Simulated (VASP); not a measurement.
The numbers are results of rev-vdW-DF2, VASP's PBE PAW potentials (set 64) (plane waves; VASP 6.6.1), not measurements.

A VASP calculation is set up with these files.

File KPOINTS:
```
k-points along high-symmetry lines
15
Line-mode
Reciprocal
  0.000000   0.000000   0.000000 ! GAMMA
 -0.500000  -0.500000   0.000000 ! X

 -0.500000  -0.500000   0.000000 ! X
 -0.375000  -0.375000   0.250000 ! U

 -0.375000  -0.000000   0.375000 ! K
  0.000000   0.000000   0.000000 ! GAMMA

  0.000000   0.000000   0.000000 ! GAMMA
 -0.000000   0.000000   0.500000 ! L

 -0.000000   0.000000   0.500000 ! L
 -0.500000  -0.250000   0.250000 ! W

 -0.500000  -0.250000   0.250000 ! W
 -0.500000  -0.500000   0.000000 ! X
```

### POSCAR
```
GaP
1
    0.0000000000     2.7382993013     2.7382993013
    2.7382993013     0.0000000000     2.7382993013
    2.7382993013     2.7382993013     0.0000000000
Ga P
1 1
Direct
  0.0000000000   0.0000000000   0.0000000000
  0.2500000000   0.2500000000   0.2500000000
```

### INCAR
```
AGGAC  =  0.0
ALGO  =  Normal
EDIFF  =  1E-7
ENCUT  =  520
GGA  =  MK
ICHARG  =  11
ISMEAR  =  0
LASPH  =  .True.
LCHARG  =  .False.
LMAXMIX  =  4
LORBIT  =  11
LREAL  =  .False.
LUSE_VDW  =  .True.
LWAVE  =  .False.
NELM  =  100
PARAM1  =  0.1234568
PARAM2  =  0.7114
PREC  =  Accurate
SIGMA  =  0.05
SYSTEM  =  GaP
ZAB_VDW  =  -1.8867
```

POTCAR, in this order: Ga_d P (PBE.64 set). Program: vasp_std. Read from the step before: CHGCAR.

Output of the run:

File OSZICAR:
```
       N       E                     dE             d eps       ncg     rms          rms(c)
DAV:   1     0.837144718532E+02    0.83714E+02   -0.93929E+03  2396   0.199E+03
DAV:   2     0.302845449307E+01   -0.80686E+02   -0.77319E+02  2595   0.335E+02
DAV:   3    -0.335972600474E+01   -0.63882E+01   -0.62620E+01  2913   0.751E+01
DAV:   4    -0.347867543285E+01   -0.11895E+00   -0.11885E+00  2876   0.110E+01
DAV:   5    -0.348143927840E+01   -0.27638E-02   -0.27637E-02  2962   0.139E+00
DAV:   6    -0.348157674371E+01   -0.13747E-03   -0.13746E-03  3409   0.275E-01
DAV:   7    -0.348157793923E+01   -0.11955E-05   -0.11955E-05  3019   0.233E-02
DAV:   8    -0.348157795991E+01   -0.20675E-07   -0.20649E-07  2448   0.319E-03
   1 F= -.34815780E+01 E0= -.34815780E+01  d E =-.101923E-13
```

### OUTCAR
```
 val. band max:        4.4308431768   @ k =   0.0000   0.0000   0.0000

 cond. band min:       5.9959447135   @ k =   0.0000   0.0000   0.5000



 k-point     1 :       0.0000    0.0000    0.0000
  band No.  band energies     occupation
      1     -10.1779      2.00000
      2     -10.1779      2.00000
      3     -10.1779      2.00000
      4     -10.0837      2.00000
      5     -10.0837      2.00000
      6      -7.9631      2.00000
      7       4.4308      2.00000
      8       4.4308      2.00000
      9       4.4308      2.00000
     10       6.0409      0.00000
     11       8.2989      0.00000
     12       8.2989      0.00000
     13       8.2989      0.00000

 k-point     2 :      -0.0357   -0.0357    0.0000
  band No.  band energies     occupation
      1     -10.1798      2.00000
      2     -10.1772      2.00000
      3     -10.1772      2.00000
      4     -10.0840      2.00000
      5     -10.0834      2.00000
      6      -7.9413      2.00000
      7       4.2029      2.00000
      8       4.3661      2.00000
      9       4.3661      2.00000
     10       6.2607      0.00000
     11       8.2340      0.00000
     12       8.3877      0.00000
     13       8.3877      0.00000

 k-point     3 :      -0.0714   -0.0714    0.0000
  band No.  band energies     occupation
      1     -10.1851      2.00000
      2     -10.1750      2.00000
      3     -10.1750      2.00000
      4     -10.0849      2.00000
      5     -10.0827      2.00000
      6      -7.8761      2.00000
      7       3.7129      2.00000
      8       4.1890      2.00000
      9       4.1890      2.00000
     10       6.7157      0.00000
     11       8.0641      0.00000
     12       8.6368      0.00000
     13       8.6368      0.00000

 k-point     4 :      -0.1071   -0.1071    0.0000
  band No.  band energies     occupation
      1     -10.1932      2.00000
      2     -10.1715      2.00000
      3     -10.1715      2.00000
      4     -10.0865      2.00000
...
```

The density is held fixed in this step, so its total energy and stress have no physical meaning.

The compound is GaP in the zinc blende structure. It was relaxed first.
